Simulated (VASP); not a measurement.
Data:

```
CELL_PARAMETERS angstrom
     -1.53940     1.53940     1.53940
      1.53940    -1.53940     1.53940
      1.53940     1.53940    -1.53940
ATOMIC_POSITIONS crystal
  Mo 0.00000 0.00000 0.00000
```

Level of theory: PBE GGA, VASP's PBE PAW potentials (set 64) (plane waves; VASP 6.6.1). Settings: 300 eV cut-off, 12×12×12 Γ-centred mesh, Gaussian smearing of 0.20 eV, potentials Mo_sv.

Task: Give the energies of bands 5 to 10 at the high-symmetry points, in eV from the Fermi level.

Result: 
| band | Γ | H | N | P |
|---|---|---|---|---|
| 5 | -7.40 | -5.94 | -5.70 | -2.72 |
| 6 | -1.45 | -5.94 | -3.69 | -2.72 |
| 7 | -1.45 | 4.45 | 1.91 | -2.72 |
| 8 | -1.45 | 4.45 | 1.98 | 2.75 |
| 9 | 1.84 | 4.45 | 2.60 | 2.75 |
| 10 | 1.84 | 9.68 | 5.31 | 10.41 |

It has no gap at this level: it comes out as a metal or semimetal.

The structure is a typed Mo crystal. The cell was not relaxed at this level.
